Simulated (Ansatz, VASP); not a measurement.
**PNO: VASP beside Ansatz**

Wanted: the spread between two codes on one cell, functional and k mesh. The cell is taken from a series of runs on this material, whose earlier steps may have relaxed, scaled, displaced or heated it; both programs get it as it stands.

Method: plane waves, with VASP 6.6.1 beside it; dielectric response at LDA, in Ansatz 0.2.0.

### 1. Starting point

The structure is trigonal, space group P3_2 (No. 145). Conventional cell: a = 4.784 Å, b = 4.784 Å, c = 5.281 Å, α = 90.00°, β = 90.00°, γ = 120.00°. P has 2 N at 1.57 Å and 2 O at 1.60 to 1.62 Å nearest. Nearest to N lie 2 P at 1.57 Å. Nearest to O lie 2 P at 1.60 to 1.62 Å. Farther neighbours and most contacts between anions are not listed.

Coordinates:

```cif
data_structure
_symmetry_space_group_name_H-M 'P3_2'
_symmetry_Int_Tables_number 145
_cell_length_a 4.7836
_cell_length_b 4.7836
_cell_length_c 5.2812
_cell_angle_alpha 90.000
_cell_angle_beta 90.000
_cell_angle_gamma 120.000
_cell_volume 104.66
loop_
_atom_site_label
_atom_site_type_symbol
_atom_site_symmetry_multiplicity
_atom_site_Wyckoff_symbol
_atom_site_fract_x
_atom_site_fract_y
_atom_site_fract_z
_atom_site_occupancy
P1 P 3 a 0.98591 0.46192 0.32818 1
N1 N 3 a 0.38833 0.26058 0.78215 1
O1 O 3 a 0.14648 0.72029 0.55634 1
```

### 2. VASP: dielectric response, LDA

The response to a field tests empty states and converges slowly with the mesh.

Lines of VASP's logs that name or quote its potential files are left out, and so is its time.

Input file INCAR:

```
SYSTEM = PNO
PREC = Accurate
ENCUT = 520
EDIFF = 1E-08
NELM = 120
ISMEAR = 0
SIGMA = 0.01
LREAL = .FALSE.
ALGO = Normal
GGA = CA
NBANDS = 33
LORBIT = 11
LWAVE = .FALSE.
LCHARG = .FALSE.
ISIF = 2
LEPSILON = .TRUE.
LASPH = .TRUE.
GGA_COMPAT = .FALSE.
KPAR = 2
```

Input file POSCAR:

```
PNO
1.0
    4.7836115550      0.0000000000      0.0000000000
   -2.3918057775      4.1427291285      0.0000000000
    0.0000000000      0.0000000000      5.2812070000
P N O
3 3 3
Direct
    0.9859060000      0.4619160000      0.3281760000
    0.5380840000      0.5239900000      0.9948426667
    0.4760100000      0.0140940000      0.6615093333
    0.3883310000      0.2605820000      0.7821520000
    0.8722510000      0.6116690000      0.1154853333
    0.7394180000      0.1277490000      0.4488186667
    0.1464780000      0.7202870000      0.5563380000
    0.2797130000      0.4261910000      0.2230046667
    0.5738090000      0.8535220000      0.8896713333
```

Input file KPOINTS:

```
Automatic mesh
0
Gamma
6 6 4
0 0 0
```

PAW data sets: P, N and O (LDA family, release 64).

On the command line:

```console
> mpirun -np 2 vasp_std
```

Numbers of over 12 decimals in the logs are rounded to 6 here.

The program printed:

```text
[banner, memory and clock lines left out]
running    2 mpi-ranks, on    1 nodes
 distrk:  each k-point on    1 cores,    2 groups
 distr:  one band on    1 cores,    1 groups

 POSCAR found type information on POSCAR P N O
 POSCAR found :  3 types and       9 ions
 LDA part: xc-table for (Slater(with rela. corr.)+CA(PZ))
 , standard interpolation
 POSCAR, INCAR and KPOINTS ok, starting setup
 FFT: planning ... GRIDC
 FFT: planning ... GRID_SOFT
 FFT: planning ... GRID
 WAVECAR not read
 entering main loop
       N       E                     dE             d eps       ncg     rms          rms(c)
DAV:   1     0.261247523020E+03    0.26125E+03   -0.25149E+04  1980   0.136E+03
DAV:   2    -0.677396525788E+02   -0.32899E+03   -0.31836E+03  2551   0.301E+02
DAV:   3    -0.840998433218E+02   -0.16360E+02   -0.16265E+02  2520   0.721E+01
DAV:   4    -0.843008334340E+02   -0.20099E+00   -0.20045E+00  2496   0.867E+00
DAV:   5    -0.843050962344E+02   -0.42628E-02   -0.42587E-02  2496   0.122E+00    0.337E+01
DAV:   6    -0.738427782424E+02    0.10462E+02   -0.35696E+01  2308   0.305E+01    0.165E+01
DAV:   7    -0.737303653269E+02    0.11241E+00   -0.22517E+00  2536   0.750E+00    0.475E+00
DAV:   8    -0.736540043949E+02    0.76361E-01   -0.12716E-01  2340   0.198E+00    0.207E+00
DAV:   9    -0.736364096445E+02    0.17595E-01   -0.19024E-02  2520   0.102E+00    0.313E-01
DAV:  10    -0.736366853326E+02   -0.27569E-03   -0.33223E-03  2412   0.329E-01    0.223E-01
DAV:  11    -0.736366492269E+02    0.36106E-04   -0.26184E-04  2496   0.128E-01    0.108E-01
DAV:  12    -0.736366723300E+02   -0.23103E-04   -0.83248E-05  2438   0.582E-02    0.145E-02
DAV:  13    -0.736366717016E+02    0.62838E-06   -0.59328E-06  2463   0.188E-02    0.112E-02
DAV:  14    -0.736366714811E+02    0.22053E-06   -0.15385E-06  2512   0.723E-03    0.431E-03
DAV:  15    -0.736366715104E+02   -0.29337E-07   -0.18045E-07  2470   0.268E-03    0.143E-03
DAV:  16    -0.736366714872E+02    0.23205E-07   -0.91306E-08  2376   0.238E-03    0.336E-04
DAV:  17    -0.736366714889E+02   -0.17089E-08   -0.11834E-08  1501   0.712E-04
   1 F= -.73636671E+02 E0= -.73636671E+02  d E =-.525275E-23
 Linear response reoptimize wavefunctions to high precision
DAV:   1    -0.736366714890E+02   -0.76398E-10   -0.10540E-09  1410   0.235E-04
DAV:   2    -0.736366714891E+02   -0.71850E-10   -0.28952E-10  1314   0.989E-05
 Linear response G [H, r] |phi>, progress :
  Direction:   1
       N       E                     dE             d eps       ncg     rms
RMM:   1    -0.213468287604E+03   -0.21347E+03   -0.52096E+01  5231   0.101E+02
RMM:   2    -0.173420699947E+03    0.40048E+02   -0.21496E+01  3416   0.262E+01
RMM:   3    -0.173708565340E+03   -0.28787E+00   -0.48334E-01  3573   0.348E+00
RMM:   4    -0.173732184084E+03   -0.23619E-01    0.79597E-03  3737   0.594E-01
RMM:   5    -0.173734776984E+03   -0.25929E-02    0.33048E-03  3749   0.131E-01
RMM:   6    -0.173735214661E+03   -0.43768E-03    0.66184E-04  3783   0.319E-02
RMM:   7    -0.173735281291E+03   -0.66630E-04    0.73595E-05  3789   0.123E-02
RMM:   8    -0.173735293243E+03   -0.11952E-04   -0.23168E-05  3788   0.818E-03
RMM:   9    -0.173735295015E+03   -0.17714E-05   -0.71032E-05  3826   0.751E-03
RMM:  10    -0.173735293594E+03    0.14209E-05    0.40343E-05  3736   0.740E-03
RMM:  11    -0.173735294125E+03   -0.53074E-06    0.16335E-04  3685   0.738E-03
RMM:  12    -0.173735294659E+03   -0.53474E-06   -0.15269E-04  3675   0.734E-03
 Linear response G [H, r] |phi>, progress :
  Direction:   2
       N       E                     dE             d eps       ncg     rms
RMM:   1    -0.213013351576E+03   -0.21301E+03   -0.51155E+01  5223   0.101E+02
RMM:   2    -0.173606836532E+03    0.39407E+02   -0.21112E+01  3417   0.261E+01
RMM:   3    -0.173884661375E+03   -0.27782E+00   -0.45358E-01  3574   0.342E+00
RMM:   4    -0.173906895760E+03   -0.22234E-01    0.87549E-03  3738   0.582E-01
RMM:   5    -0.173909396141E+03   -0.25004E-02    0.32390E-03  3753   0.126E-01
RMM:   6    -0.173909820114E+03   -0.42397E-03    0.50824E-04  3775   0.301E-02
RMM:   7    -0.173909882362E+03   -0.62248E-04   -0.46405E-05  3794   0.112E-02
RMM:   8    -0.173909893615E+03   -0.11253E-04   -0.15344E-04  3798   0.743E-03
RMM:   9    -0.173909896066E+03   -0.24504E-05   -0.14378E-04  3816   0.682E-03
RMM:  10    -0.173909896614E+03   -0.54862E-06   -0.21044E-04  3746   0.673E-03
RMM:  11    -0.173909902408E+03   -0.57939E-05    0.16408E-04  3693   0.671E-03
RMM:  12    -0.173909900014E+03    0.23946E-05   -0.25077E-04  3671   0.668E-03
 Linear response G [H, r] |phi>, progress :
  Direction:   3
       N       E                     dE             d eps       ncg     rms
RMM:   1    -0.209760155805E+03   -0.20976E+03   -0.40294E+01  5133   0.101E+02
RMM:   2    -0.173437745538E+03    0.36322E+02   -0.21238E+01  3405   0.261E+01
RMM:   3    -0.173677518151E+03   -0.23977E+00   -0.51840E-01  3538   0.335E+00
RMM:   4    -0.173690681120E+03   -0.13163E-01   -0.16620E-02  3702   0.602E-01
RMM:   5    -0.173691099373E+03   -0.41825E-03   -0.12938E-03  3735   0.125E-01
RMM:   6    -0.173691136348E+03   -0.36975E-04   -0.31579E-04  3768   0.300E-02
RMM:   7    -0.173691141711E+03   -0.53633E-05   -0.30463E-04  3790   0.117E-02
RMM:   8    -0.173691141422E+03    0.28924E-06   -0.27727E-04  3774   0.800E-03
[...]
RMM:   4    -0.781006704708E+00   -0.14734E-04   -0.24038E-05  3617   0.162E-02
RMM:   5    -0.781007326189E+00   -0.62148E-06   -0.18047E-06  3601   0.374E-03
RMM:   6    -0.781007376545E+00   -0.50355E-07   -0.33896E-07  3507   0.110E-03
RMM:   7    -0.781007380059E+00   -0.35145E-08   -0.23921E-07  3116   0.539E-04
RMM:   8    -0.781007380739E+00   -0.68006E-09   -0.23481E-07  2951   0.427E-04
RMM:   9    -0.781007380778E+00   -0.38263E-10   -0.23409E-07  2819   0.407E-04
RMM:  10    -0.781007380506E+00    0.27151E-09   -0.16727E-07  2804   0.404E-04
RMM:  11    -0.781007381938E+00   -0.14317E-08   -0.14556E-07  2831   0.405E-04
 change of polarisation eV/A/(eV/A) component  2 :    -0.014     1.562     0.004
 dielectric tensor                  component  2 :    -0.024     3.701     0.007
 Linear response to external field (no local field effect), progress :
  Direction:   3
       N       E                     dE             d eps       ncg     rms          rms(c)
RMM:   1    -0.761745981703E+00   -0.76175E+00   -0.27121E+00  3714   0.364E+00
RMM:   2    -0.798516357031E+00   -0.36770E-01   -0.23350E-02  3435   0.650E-01
RMM:   3    -0.798933229478E+00   -0.41687E-03   -0.59350E-04  3545   0.842E-02
RMM:   4    -0.798951206187E+00   -0.17977E-04   -0.28377E-05  3627   0.166E-02
RMM:   5    -0.798952066138E+00   -0.85995E-06   -0.22326E-06  3600   0.390E-03
RMM:   6    -0.798952138396E+00   -0.72258E-07   -0.47914E-07  3510   0.119E-03
RMM:   7    -0.798952144525E+00   -0.61282E-08   -0.35698E-07  3093   0.581E-04
RMM:   8    -0.798952145285E+00   -0.76038E-09   -0.34813E-07  2927   0.451E-04
RMM:   9    -0.798952145304E+00   -0.19541E-10   -0.37956E-07  2814   0.425E-04
RMM:  10    -0.798952145974E+00   -0.66917E-09   -0.66297E-08  2800   0.421E-04
 change of polarisation eV/A/(eV/A) component  3 :     0.005     0.005     1.598
 dielectric tensor                  component  3 :     0.008     0.008     3.763
 Linear response to external field, progress :
  Direction:   1
       N       E                     dE             d eps       ncg     rms          rms(c)
RMM:   1    -0.745749769605E+00   -0.74575E+00   -0.25872E+00  9388   0.363E+00
RMM:   2    -0.779430324497E+00   -0.33681E-01   -0.22550E-02  8734   0.649E-01    0.185E+00
RMM:   3    -0.719905137405E+00    0.59525E-01   -0.15135E-01  8967   0.147E+00    0.947E-01
RMM:   4    -0.722883648939E+00   -0.29785E-02   -0.14139E-02  9119   0.537E-01    0.454E-01
RMM:   5    -0.738747131573E+00   -0.15863E-01   -0.67548E-03  8984   0.352E-01    0.802E-02
RMM:   6    -0.741323462611E+00   -0.25763E-02   -0.38488E-04  9295   0.778E-02    0.287E-02
RMM:   7    -0.741891777629E+00   -0.56832E-03    0.22183E-05  9233   0.238E-02    0.998E-03
RMM:   8    -0.742197286477E+00   -0.30551E-03   -0.13897E-05  9291   0.694E-03    0.273E-03
RMM:   9    -0.742260667795E+00   -0.63381E-04   -0.38893E-05  9305   0.321E-03    0.928E-04
RMM:  10    -0.742258832024E+00    0.18358E-05   -0.25108E-06  9422   0.124E-03    0.202E-04
RMM:  11    -0.742260822005E+00   -0.19900E-05   -0.14087E-06  9520   0.550E-04    0.854E-05
RMM:  12    -0.742260100258E+00    0.72175E-06   -0.33591E-07  8891   0.418E-04    0.256E-05
RMM:  13    -0.742260229300E+00   -0.12904E-06   -0.11766E-07  7968   0.379E-04    0.959E-06
 change of polarisation eV/A/(eV/A) component  1 :     1.397     0.000     0.000
 dielectric tensor                  component  1 :     3.415     0.000     0.000
 Linear response to external field, progress :
  Direction:   2
       N       E                     dE             d eps       ncg     rms          rms(c)
RMM:   1    -0.745740711101E+00   -0.74574E+00   -0.25871E+00  9389   0.363E+00
RMM:   2    -0.779431333541E+00   -0.33691E-01   -0.22535E-02  8719   0.649E-01    0.185E+00
RMM:   3    -0.720079219180E+00    0.59352E-01   -0.15301E-01  8989   0.147E+00    0.947E-01
RMM:   4    -0.722893596923E+00   -0.28144E-02   -0.14239E-02  9135   0.537E-01    0.454E-01
RMM:   5    -0.738752694419E+00   -0.15859E-01   -0.67988E-03  8955   0.352E-01    0.802E-02
RMM:   6    -0.741332229073E+00   -0.25795E-02   -0.46495E-04  9287   0.779E-02    0.287E-02
RMM:   7    -0.741893047451E+00   -0.56082E-03    0.21874E-05  9212   0.238E-02    0.997E-03
RMM:   8    -0.742198601503E+00   -0.30555E-03   -0.13622E-05  9352   0.694E-03    0.274E-03
RMM:   9    -0.742261398870E+00   -0.62797E-04   -0.29441E-05  9278   0.319E-03    0.927E-04
RMM:  10    -0.742259775934E+00    0.16229E-05    0.53734E-06  9435   0.122E-03    0.202E-04
RMM:  11    -0.742261604954E+00   -0.18290E-05    0.12294E-06  9504   0.542E-04    0.862E-05
RMM:  12    -0.742260973495E+00    0.63146E-06    0.19300E-06  8892   0.413E-04    0.252E-05
RMM:  13    -0.742261173398E+00   -0.19990E-06    0.11095E-06  7995   0.375E-04    0.970E-06
 change of polarisation eV/A/(eV/A) component  2 :    -0.000     1.397    -0.000
 dielectric tensor                  component  2 :    -0.000     3.415    -0.000
 Linear response to external field, progress :
  Direction:   3
       N       E                     dE             d eps       ncg     rms          rms(c)
RMM:   1    -0.761745981703E+00   -0.76175E+00   -0.27121E+00  3714   0.364E+00
RMM:   2    -0.798516356643E+00   -0.36770E-01   -0.23350E-02  3435   0.650E-01    0.180E+00
RMM:   3    -0.753667212190E+00    0.44849E-01   -0.94623E-02  3513   0.128E+00    0.963E-01
RMM:   4    -0.758862867513E+00   -0.51957E-02   -0.13117E-02  3579   0.546E-01    0.404E-01
RMM:   5    -0.774095403160E+00   -0.15233E-01   -0.40813E-03  3514   0.293E-01    0.735E-02
RMM:   6    -0.776522303283E+00   -0.24269E-02   -0.26506E-04  3584   0.792E-02    0.197E-02
RMM:   7    -0.776927335666E+00   -0.40503E-03   -0.13785E-05  3659   0.189E-02    0.951E-03
RMM:   8    -0.777168076315E+00   -0.24074E-03   -0.13645E-06  3649   0.542E-03    0.160E-03
RMM:   9    -0.777211697134E+00   -0.43621E-04   -0.47619E-07  3681   0.219E-03    0.518E-04
RMM:  10    -0.777215480201E+00   -0.37831E-05   -0.27701E-07  3659   0.759E-04    0.150E-04
RMM:  11    -0.777214273257E+00    0.12069E-05   -0.80322E-07  3641   0.509E-04    0.525E-05
RMM:  12    -0.777214245015E+00    0.28242E-07   -0.19232E-07  3338   0.409E-04    0.151E-05
RMM:  13    -0.777214351794E+00   -0.10678E-06   -0.37866E-07  2927   0.380E-04    0.330E-06
 change of polarisation eV/A/(eV/A) component  3 :     0.005     0.003     1.466
 dielectric tensor                  component  3 :     0.008     0.005     3.534
 Born effective charges drift removed
```

Parts of OUTCAR (step 2):

```text
ion  position               nearest neighbor table
   1  0.986  0.462  0.328-   5 1.57   6 1.57   8 1.60   7 1.62   2 2.90   3 2.90
   2  0.538  0.524  0.995-   4 1.57   5 1.57   9 1.60   8 1.62   1 2.90   3 2.90
   3  0.476  0.014  0.662-   6 1.57   4 1.57   7 1.60   9 1.62   1 2.90   2 2.90
   4  0.388  0.261  0.782-   2 1.57   3 1.57
   5  0.872  0.612  0.115-   1 1.57   2 1.57
   6  0.739  0.128  0.449-   3 1.57   1 1.57
   7  0.146  0.720  0.556-   3 1.60   1 1.62
   8  0.280  0.426  0.223-   1 1.60   2 1.62
   9  0.574  0.854  0.890-   2 1.60   3 1.62

  LATTYP: Found a hexagonal cell.
 ALAT       =     4.7836115550
 C/A-ratio  =     1.1040208719

 Subroutine GETGRP returns: Found  3 space group operations
 (whereof  1 operations were pure point group operations)

The static configuration has the point symmetry C_1 .
 The point group associated with its full space group is C_3 .

 Found     30 irreducible k-points:

   k-points           NKPTS =     30   k-points in BZ     NKDIM =     30   number of bands    NBANDS=     33

   dimension x,y,z NGX =    36 NGY =   36 NGZ =   40
   dimension x,y,z NGXF=    72 NGYF=   72 NGZF=   80

   ENCUT  =  520.0 eV  38.22 Ry    6.18 a.u.   8.89  8.89  9.82*2*pi/ulx,y,z

   NELECT =      48.0000    total number of electrons

 k-points in reciprocal lattice and weights: Automatic mesh
   0.00000000  0.00000000  0.00000000       0.007
   0.16666667 -0.00000000  0.00000000       0.042
   0.33333333 -0.00000000  0.00000000       0.042
   0.50000000 -0.00000000  0.00000000       0.021
   0.16666667  0.16666667  0.00000000       0.042
   0.33333333  0.16666667  0.00000000       0.042
  -0.33333333  0.50000000  0.00000000       0.042
   0.33333333  0.33333333  0.00000000       0.014
   0.00000000  0.00000000  0.25000000       0.014
[...]
-0.33333333  0.50000000  0.50000000       0.042
   0.33333333  0.33333333  0.50000000       0.014

 average (electrostatic) potential at core
       1 -87.8405       2 -87.8405       3 -87.8405       4 -63.4940       5 -63.4940
       6 -63.4940       7 -73.6737       8 -73.6737       9 -73.6737

  Total       -5.5516452     -5.5516452     -5.5200055      0.0000000     -0.0000000      0.0000000
  in kB      -84.9878125    -84.9878125    -84.5034535      0.0000005     -0.0000000      0.0000000
  external PRESSURE =     -84.8263595 kB  Pullay stress =       0.0000000 kB

  energy-cutoff  :      520.00
  volume of cell :      104.66
      direct lattice vectors                 reciprocal lattice vectors
     4.783611555  0.000000000  0.000000000     0.209047074  0.120693385  0.000000000
    -2.391805778  4.142729129  0.000000000     0.000000000  0.241386769  0.000000000
     0.000000000  0.000000000  5.281207000     0.000000000  0.000000000  0.189350654

 POSITION                                       TOTAL-FORCE (eV/Angst)
 -----------------------------------------------------------------------------------
      3.61138      1.91359      1.73317         0.136316      0.043807      0.005962
      1.32070      2.17075      5.25397        -0.106096      0.096149      0.005962
      2.24334      0.05839      3.49357        -0.030220     -0.139957      0.005962
      1.23436      1.07952      4.13071         0.341900      0.060464      0.180986
      2.70952      2.53398      0.60990        -0.118587     -0.326326      0.180986
      3.23154      0.52923      2.37030        -0.223313      0.265862      0.180986
     -1.02209      2.98395      2.93814         0.277282      0.041615     -0.186947
      0.31867      1.76559      1.17773        -0.174680      0.219325     -0.186947
      0.70342      3.53591      4.69854        -0.102601     -0.260940     -0.186947
 -----------------------------------------------------------------------------------
    total drift:                               -0.000031      0.000003     -0.000024

 MACROSCOPIC STATIC DIELECTRIC TENSOR (including local field effects in DFT)
 ------------------------------------------------------
           3.415085    -0.000029    -0.000000
           0.000029     3.415085     0.000000
           0.000000     0.000000     3.533901
 ------------------------------------------------------

 PIEZOELECTRIC TENSOR (including local field effects)  for field in x, y, z        (C/m^2)
          XX          YY          ZZ          XY          YZ          ZX
  --------------------------------------------------------------------------------
  x    -0.24233     0.24233     0.00000    -0.04046    -0.16254    -0.10254
  y    -0.04046     0.04046     0.00000     0.24233    -0.10254     0.16254
  z    -0.03933    -0.03933    -0.15333    -0.00000     0.00000     0.00000

 BORN EFFECTIVE CHARGES (including local field effects) (in |e|, cummulative output)
 ---------------------------------------------------------------------------------
 ion    1
    1     4.48415     0.54907     0.75090
    2     0.51461     3.91475     0.28359
    3    -0.23264    -0.82115     4.44374
 ion    2
    1     4.51769    -0.49524    -0.62105
    2    -0.52971     3.88121     0.50850
    3     0.82746     0.20910     4.44374
 ion    3
    1     3.59651    -0.00213    -0.12985
    2    -0.03660     4.80239    -0.79209
    3    -0.59482     0.61205     4.44374
 ion    4
    1    -1.67320     0.68562     0.50954
    2     0.55228    -2.52181    -1.02149
    3     0.43930    -1.19565    -2.36046
 ion    5
    1    -2.84568     0.12466    -1.13940
    2    -0.00868    -1.34933     0.06947
    3    -1.25511     0.21738    -2.36046
 ion    6
    1    -1.77364    -0.61027     0.62986
    2    -0.74361    -2.42137     0.95202
    3     0.81581     0.97827    -2.36046
 ion    7
    1    -1.48131    -1.00322    -0.59705
    2    -0.83542    -2.72258    -1.13778
    3    -0.42829    -1.14616    -2.08328
 ion    8
    1    -3.20841    -0.16172     1.28387
    2     0.00608    -0.99547     0.05183
    3     1.20675     0.20217    -2.08328
 ion    9
    1    -1.61611     0.91324    -0.68682
    2     1.08104    -2.58778     1.08595
    3    -0.77846     0.94399    -2.08328
```

Energies printed during the response cycles are not total energies of the cell.

(Part 1 of 2 ends here.)

[Lines on the potential files, build, host, timing and source positions are cut from VASP's logs without a mark.]

[Logs are printed without paths, hosts, clocks, repeated set-up lines and the standing remarks that a program may print on its own settings, such as how far it seeks lower states.]

[Hosts, paths, dates, database ids (printed as entryN), source tags and the programs' standing remarks are cut or masked in the printed files.]
